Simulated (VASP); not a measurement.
Calculation: PBE GGA, VASP's PBE PAW potentials (set 64) (plane waves; VASP).

The input files of a VASP run:

### INCAR
```
SYSTEM = ZnS
PREC = Accurate; ENCUT = 400; LREAL = F
LASPH = T; KSPACING = 0.35; KGAMMA = F
EDIFF = 1E-6; NELM = 100; ALGO = Normal
LMAXMIX = 4
ISMEAR = 0; SIGMA = 0.05
GGA = PE
ISIF = 2
LWAVE = F; LCHARG = F
```

File POSCAR:
```
ZnS
1
    0.0000000000     2.7591000000     2.7591000000
    2.7591000000     0.0000000000     2.7591000000
    2.7591000000     2.7591000000     0.0000000000
Zn S
1 1
Direct
  0.0000000000   0.0000000000   0.0000000000
  0.2500000000   0.2500000000   0.2500000000
```

POTCAR, in this order: Zn S (PBE.64 set). Program: vasp_std.

Output of the run:

### OSZICAR
```
       N       E                     dE             d eps       ncg     rms          rms(c)
DAV:   1     0.802520610009E+02    0.80252E+02   -0.79841E+03   728   0.135E+03
DAV:   2    -0.172339664819E+01   -0.81975E+02   -0.77425E+02   788   0.255E+02
DAV:   3    -0.719874584977E+01   -0.54753E+01   -0.54546E+01   903   0.685E+01
DAV:   4    -0.726686901027E+01   -0.68123E-01   -0.68078E-01   823   0.813E+00
DAV:   5    -0.726794663042E+01   -0.10776E-02   -0.10776E-02   873   0.102E+00    0.632E+00
DAV:   6    -0.685327453888E+01    0.41467E+00   -0.95655E-01  1086   0.356E+01    0.493E+00
DAV:   7    -0.683879014704E+01    0.14484E-01   -0.31373E-01   803   0.538E+00    0.253E+00
DAV:   8    -0.683827679297E+01    0.51335E-03   -0.55392E-03   833   0.674E-01    0.716E-01
DAV:   9    -0.683860814805E+01   -0.33136E-03   -0.97510E-04   858   0.329E-01    0.130E-01
DAV:  10    -0.683875819864E+01   -0.15005E-03   -0.18818E-04   808   0.132E-01    0.617E-02
DAV:  11    -0.683878250045E+01   -0.24302E-04   -0.39474E-05   803   0.854E-02    0.866E-03
DAV:  12    -0.683878395536E+01   -0.14549E-05   -0.31354E-06   833   0.246E-02    0.666E-03
DAV:  13    -0.683878378642E+01    0.16893E-06   -0.41167E-07   539   0.161E-02
   1 F= -.68387838E+01 E0= -.68387838E+01  d E =-.104022E-13
```

OUTCAR:
```
------------------------ aborting loop because EDIFF is reached ----------------------------------------
  FORCE on cell =-STRESS in cart. coord.  units (eV):
  Direction    XX          YY          ZZ          XY          YZ          ZX
  --------------------------------------------------------------------------------------
  Total       -0.7043035     -0.7043035     -0.7043035      0.0000000     -0.0000000      0.0000000
  in kB      -26.8619849    -26.8619849    -26.8619849      0.0000000     -0.0000000      0.0000000
  external PRESSURE =     -26.8619849 kB  Pullay stress =       0.0000000 kB
  volume of cell :       42.01
      direct lattice vectors                 reciprocal lattice vectors
     0.000000000  2.759100000  2.759100000    -0.181218513  0.181218513  0.181218513
     2.759100000  0.000000000  2.759100000     0.181218513 -0.181218513  0.181218513
     2.759100000  2.759100000  0.000000000     0.181218513  0.181218513 -0.181218513
  FREE ENERGIE OF THE ION-ELECTRON SYSTEM (eV)
  ---------------------------------------------------
  free  energy   TOTEN  =        -6.8387837864 eV

  energy  without entropy=       -6.8387837864  energy(sigma->0) =       -6.83878379
```
(Selected blocks of OUTCAR.)

The compound is ZnS in the zinc blende structure. The cell was not relaxed at this level. The run is one of a series of settings (KGAMMA = .FALSE., KSPACING = 0.35, KPOINTS file removed against the base run), some of them coarse on purpose.
